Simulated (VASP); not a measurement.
Computed with PBE GGA, VASP's PBE PAW potentials (set 64) (plane waves; VASP 6.6.1).

Input for VASP

POSCAR:
```
KBr
4.6669050
  0.0000000000   0.7071067442   0.7071067442
  0.7071067442   0.0000000000   0.7071067442
  0.7071067442   0.7071067442   0.0000000000
K Br
1 1
direct
  0.0000000000   0.0000000000   0.0000000000
  0.5000000000   0.5000000000   0.5000000000
```

### INCAR
```
! general
SYSTEM  = KBr
PREC    = Accurate
ENCUT   = 400
LREAL   = F
LASPH   = T

! electronic loop
EDIFF   = 1E-8
NELM    = 100
ALGO    = Normal
LMAXMIX = 4

! smearing
ISMEAR  = 0
SIGMA   = 0.05

! functional
GGA     = PE

! ions
ISIF    = 2

! output
LWAVE   = F
LCHARG  = F
```

KPOINTS:
```
Automatic mesh
0
Gamma
6 6 6
0 0 0
```

POTCAR, in this order: K_sv Br (PBE.64 set). Program: vasp_std.

### Question
Estimate the energy per atom (σ→0), band gap (on the k-mesh).

### Answer

| Quantity | Result |
|---|---|
| energy per atom (σ→0) | -3.107 eV/atom |
| band gap (on the k-mesh) | 4.43 eV |

OSZICAR:
```
...
DAV:   9    -0.621423614467E+01   -0.59689E-03   -0.62285E-04   500   0.165E-01    0.819E-02
DAV:  10    -0.621470536798E+01   -0.46922E-03   -0.55151E-04   440   0.164E-01    0.171E-02
DAV:  11    -0.621471057107E+01   -0.52031E-05   -0.16109E-05   540   0.259E-02    0.408E-03
DAV:  12    -0.621471391763E+01   -0.33466E-05   -0.42008E-06   460   0.164E-02    0.523E-03
DAV:  13    -0.621471387773E+01    0.39909E-07   -0.37343E-07   528   0.371E-03    0.932E-04
DAV:  14    -0.621471397791E+01   -0.10018E-06   -0.14211E-07   472   0.255E-03    0.567E-04
DAV:  15    -0.621471397045E+01    0.74635E-08   -0.21829E-09   356   0.347E-04
   1 F= -.62147140E+01 E0= -.62147140E+01  d E =-.162308E-12
```

The compound is KBr in the rock salt structure. The cell was not relaxed at this level. The run is one of a series of settings (EDIFF = 1E-8 against the base run), some of them coarse on purpose.
